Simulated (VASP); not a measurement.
# HfMg6Ti (Amm2) in VASP: equation of state, part 2 of 2

VASP 6.6.1. The steps go on from the part before.

**4. Equation of state, PBE, 21.37 Å³/atom (volume scaled by 0.98)**

INCAR

```
ALGO = Normal
EDIFF = 1E-7
ENCUT = 520
GGA = PE
ISIF = 2
ISMEAR = -1
LASPH = T
LCHARG = F
LREAL = F
LWAVE = F
NBANDS = 27
NELM = 80
PREC = Accurate
SIGMA = 0.05
```

KPOINTS

```
k-points
0
Gamma
  6 5 5
```

POSCAR

```
HfMg6Ti
1.0
    4.9381858671      0.0000000000      0.0000000000
    0.0000000000      3.1117842926      5.5637439948
    0.0000000000     -3.1117842926      5.5637439948
Hf Ti Mg
1 1 6
Direct
    0.5000000000      0.6799950000      0.6799950000
    0.0000000000      0.8185440000      0.8185440000
    0.5000000000      0.1668780000      0.1668780000
    0.5000000000      0.1620530000      0.6793590000
    0.5000000000      0.6793590000      0.1620530000
    0.0000000000      0.3320710000      0.3320710000
    0.0000000000      0.3371890000      0.8239090000
    0.0000000000      0.8239090000      0.3371890000
```

Launch:

```console
$ cat potpaw_PBE.64/Hf_pv/POTCAR potpaw_PBE.64/Ti_sv/POTCAR potpaw_PBE.64/Mg/POTCAR > POTCAR
$ mpirun -np 1 vasp_std > vasp.out
```

It took 3.9 min on 1 thread of Intel Xeon Platinum 8259CL at 2.50GHz (Skylake/Cascade Lake), shared host; peak memory 0.41 GiB.

The run converged. Its results:

```
Free energy            : -25.7017 eV
Pressure               : 0.7 GPa
Largest force          : 0.339 eV/Å
Band gap on the k mesh : none (metal or under the smearing width)
```

**5. Equation of state, PBE, 22.25 Å³/atom (volume scaled by 1.02)**

INCAR

```
  PREC = Accurate
  ENCUT = 520
  EDIFF = 1E-7
  ISMEAR = -1
  SIGMA = 0.05
  LREAL = False
  LASPH = True
  NELM = 60
  ALGO = Normal
  ISIF = 2
  LWAVE = False
  LCHARG = False
  GGA = PE
  NBANDS = 27
```

KPOINTS

```
regular mesh
0
Gamma
  6 5 5
```

Edit POSCAR of step 4 so:

```diff
@@ -2,5 +2,5 @@
 1.0
-    4.9381858671      0.0000000000      0.0000000000
-    0.0000000000      3.1117842926      5.5637439948
-    0.0000000000     -3.1117842926      5.5637439948
+    5.0044781516      0.0000000000      0.0000000000
+    0.0000000000      3.1535581940      5.6384340347
+    0.0000000000     -3.1535581940      5.6384340347
 Hf Ti Mg
```

Launch:

```console
$ cat potpaw_PBE.64/Hf_pv/POTCAR potpaw_PBE.64/Ti_sv/POTCAR potpaw_PBE.64/Mg/POTCAR > POTCAR
$ mpirun -np 1 vasp_std > vasp.out
```

Wall time 4.1 min (1 thread of Intel Xeon Platinum 8259CL at 2.50GHz (Skylake/Cascade Lake), shared host); peak memory 0.41 GiB.

Results (log left out):

| Property | Result |
| --- | --- |
| Free energy | -25.6849 eV |
| Pressure | -1.4 GPa |
| Largest force | 0.367 eV/Å |
| Band gap on the k mesh | none (metal or under the smearing width) |

**6. Equation of state, PBE, 22.68 Å³/atom (volume scaled by 1.04)**

INCAR

```
SYSTEM = HfMg6Ti
PREC     = Accurate       ! precision mode
ENCUT    = 520            ! plane-wave cutoff, eV
EDIFF    = 1E-7           ! SCF threshold, eV
ISMEAR   = -1             ! smearing method
SIGMA    = 0.05           ! smearing width, eV
LREAL    = .False.        ! projectors in reciprocal space
LASPH    = .True.         ! aspherical terms in the spheres
NELM     = 60             ! most SCF steps
ALGO     = Normal         ! electronic algorithm
ISIF     = 2              ! what is computed and relaxed
LWAVE    = .False.        ! write WAVECAR
LCHARG   = .False.        ! write CHGCAR
GGA      = PE             ! functional
NBANDS   = 27             ! bands
```

KPOINTS

```
Automatic mesh
0
Gamma
  6 5 5
  0 0 0
```

Edit POSCAR of step 5 so:

```diff
@@ -2,5 +2,5 @@
 1.0
-    5.0044781516      0.0000000000      0.0000000000
-    0.0000000000      3.1535581940      5.6384340347
-    0.0000000000     -3.1535581940      5.6384340347
+    5.0369756735      0.0000000000      0.0000000000
+    0.0000000000      3.1740364185      5.6750482687
+    0.0000000000     -3.1740364185      5.6750482687
 Hf Ti Mg
```

Potentials or basis: VASP PAW PBE potentials, release 64 (Hf_pv, Ti_sv, Mg).

Launch:

```console
$ cat potpaw_PBE.64/Hf_pv/POTCAR potpaw_PBE.64/Ti_sv/POTCAR potpaw_PBE.64/Mg/POTCAR > POTCAR
$ mpirun -np 1 vasp_std > vasp.out
```

OUTCAR:

```text
SYSTEM = HfMg6Ti
   PREC = Accurate
   ENCUT = 520
   EDIFF = 1E-7
   ISMEAR = -1
   LREAL = .False.
   LASPH = .True.
   NELM = 60
   ISIF = 2
   GGA = PE

 Found     36 irreducible k-points:

 Following reciprocal coordinates:
            Coordinates               Weight
  0.000000  0.000000  0.000000      1.000000
  0.166667  0.000000  0.000000      2.000000
  0.333333  0.000000  0.000000      2.000000
  0.500000  0.000000  0.000000      1.000000
  0.000000  0.200000 -0.000000      4.000000
  0.166667  0.200000 -0.000000      8.000000
   k-points           NKPTS =     36   k-points in BZ     NKDIM =     36   number of bands    NBANDS=     27
   number of dos      NEDOS =    301   number of ions     NIONS =      8
   total plane-waves  NPLWV =  92160
   dimension x,y,z NGX =    40 NGY =   48 NGZ =   48
   dimension x,y,z NGXF=    80 NGYF=   96 NGZF=   96
   ions per type =               1   1   6
   NGX,Y,Z   is equivalent  to a cutoff of  13.20, 12.27, 12.27 a.u.
   NGXF,Y,Z  is equivalent  to a cutoff of  26.40, 24.54, 24.54 a.u.
 SYSTEM =  HfMg6Ti
   PREC   = accura    normal or accurate (medium, high low for compatibility)
   ISTART =      0    job   : 0-new  1-cont  2-samecut
   ICHARG =      2    charge: 1-file 2-atom 10-const
   ISPIN  =      1    spin polarized calculation?
[... 58 lines left out ...]
 fundamental gap:      0.0040106289
 Fermi energy:         3.1010315517

 k-point     1 :       0.0000    0.0000    0.0000
  band No.  band energies     occupation
      1     -53.9676      2.00000
      2     -30.2529      2.00000
      3     -30.2314      2.00000
      4     -30.1607      2.00000
      5     -27.7734      2.00000
      6     -27.7695      2.00000
[... 169 lines left out ...]
     26       5.8295      0.00000
     27       6.2379      0.00000

 [... further k-points ...]
[... 5 lines left out ...]
  --------------------------------------------------------------------------------------
  -------------------------------------------------------------------------------------
  Total       -2.5059102     -2.1619725     -3.0335537      0.0000000      0.0000000      0.0000000
  in kB      -22.1255856    -19.0888350    -26.7843406      0.0000000      0.0000000      0.0000000
  external PRESSURE =     -22.6662538 kB  Pullay stress =       0.0000000 kB

 VOLUME and BASIS-vectors are now :
 -----------------------------------------------------------------------------
  energy-cutoff  :      520.00
  volume of cell :      181.46
      direct lattice vectors                 reciprocal lattice vectors
     5.036975673  0.000000000  0.000000000     0.198531830  0.000000000  0.000000000
     0.000000000  3.174036419  5.675048269     0.000000000  0.157528123  0.088104977
     0.000000000 -3.174036419  5.675048269     0.000000000 -0.157528123  0.088104977

 POSITION                                       TOTAL-FORCE (eV/Angst)
 -----------------------------------------------------------------------------------
      2.51849      0.00000      7.71801         0.000000      0.000000      0.380316
      0.00000      0.00000      9.29055         0.000000      0.000000     -0.326767
      2.51849      0.00000      1.89408         0.000000      0.000000      0.043128
      2.51849     -1.64195      4.77505         0.000000     -0.049458     -0.037801
      2.51849      1.64195      4.77505         0.000000      0.049458     -0.037801
      0.00000      0.00000      3.76904         0.000000      0.000000     -0.049219
      0.00000     -1.54487      6.58929         0.000000      0.032339      0.014072
      0.00000      1.54487      6.58929         0.000000     -0.032339      0.014072
 -----------------------------------------------------------------------------------
    total drift:                               -0.000000      0.000000     -0.000185

  FREE ENERGIE OF THE ION-ELECTRON SYSTEM (eV)
  ---------------------------------------------------
  free  energy   TOTEN  =       -25.6451739078 eV

  energy  without entropy=      -25.5853760343  energy(sigma->0) =      -25.61527497
```

OSZICAR:

```text
N       E                     dE             d eps       ncg     rms          rms(c)
DAV:   1     0.173319613584E+03    0.17332E+03   -0.15000E+04  2032   0.108E+03
DAV:   2    -0.754217866126E+01   -0.18086E+03   -0.17345E+03  2044   0.267E+02
DAV:   3    -0.261127301295E+02   -0.18571E+02   -0.17773E+02  3312   0.642E+01
[... 12 lines left out ...]
DAV:  16    -0.256451810715E+02    0.35467E-04   -0.14670E-04  2651   0.615E-02    0.308E-02
DAV:  17    -0.256451865555E+02   -0.54840E-05   -0.14748E-04  2912   0.601E-02    0.449E-02
DAV:  18    -0.256451738817E+02    0.12674E-04   -0.40202E-05  2657   0.379E-02    0.116E-02
DAV:  19    -0.256451741864E+02   -0.30463E-06   -0.14701E-06  2291   0.635E-03    0.705E-03
DAV:  20    -0.256451739216E+02    0.26477E-06   -0.30739E-07  2161   0.365E-03    0.327E-03
DAV:  21    -0.256451739078E+02    0.13851E-07   -0.16373E-07  1637   0.251E-03
   1 F= -.25645174E+02 E0= -.25615275E+02  d E =-.597979E-01
```

It took 3.9 min on 1 thread of Intel Xeon Platinum 8259CL at 2.50GHz (Skylake/Cascade Lake), shared host; peak memory 0.41 GiB.

What came out:

| Item | Value |
| --- | --- |
| Free energy | -25.6452 eV |
| Pressure | -2.3 GPa |
| Largest force | 0.380 eV/Å |
| Band gap on the k mesh | none (metal or under the smearing width) |

**7. Equation of state, PBE, 23.12 Å³/atom (volume scaled by 1.06)**

INCAR

```
PREC     = Accurate       # precision mode
ENCUT    = 520            # plane-wave cutoff, eV
EDIFF    = 1E-7           # SCF threshold, eV
ISMEAR   = -1             # smearing method
SIGMA    = 0.05           # smearing width, eV
LREAL    = False          # projectors in reciprocal space
LASPH    = True           # aspherical terms in the spheres
NELM     = 100            # most SCF steps
ALGO     = Normal         # electronic algorithm
ISIF     = 2              # what is computed and relaxed
LWAVE    = False          # write WAVECAR
LCHARG   = False          # write CHGCAR
GGA      = PE             # functional
NBANDS   = 27             # bands
```

KPOINTS

```
Automatic mesh
0
Gamma
  6 5 5
```

Edit POSCAR of step 6 so:

```diff
@@ -2,5 +2,5 @@
 1.0
-    5.0369756735      0.0000000000      0.0000000000
-    0.0000000000      3.1740364185      5.6750482687
-    0.0000000000     -3.1740364185      5.6750482687
+    5.0690591862      0.0000000000      0.0000000000
+    0.0000000000      3.1942537560      5.7111960475
+    0.0000000000     -3.1942537560      5.7111960475
 Hf Ti Mg
```

Launch:

```console
$ cat potpaw_PBE.64/Hf_pv/POTCAR potpaw_PBE.64/Ti_sv/POTCAR potpaw_PBE.64/Mg/POTCAR > POTCAR
$ mpirun -np 1 vasp_std > vasp.out
```

Wall time 4.6 min (1 thread of Intel Xeon Platinum 8259CL at 2.50GHz (Skylake/Cascade Lake), shared host); peak memory 0.45 GiB.

It converged, with:

| Item | Value |
| --- | --- |
| Free energy | -25.5870 eV |
| Pressure | -3.1 GPa |
| Largest force | 0.394 eV/Å |
| Band gap on the k mesh | none (metal or under the smearing width) |

**8. Equation of state, PBE**

This step only gathers the single runs of the series.

Results:

- Equilibrium volume: 21.64 Å³/atom
- Bulk modulus at fixed shape and positions: 53 GPa
- Pressure derivative of the bulk modulus: 3.8

Energy against volume, from the lowest point:
```tsv
volume (Å³/atom)	energy (meV/atom)
20.502	10.56
20.938	3.76
21.374	0.35
21.810	0.00
22.246	2.44
22.683	7.41
23.119	14.68
```

Caveat: the cell was scaled at fixed shape and fractional positions, which overstates the stiffness of a crystal with free parameters, most of all of layers and chains.
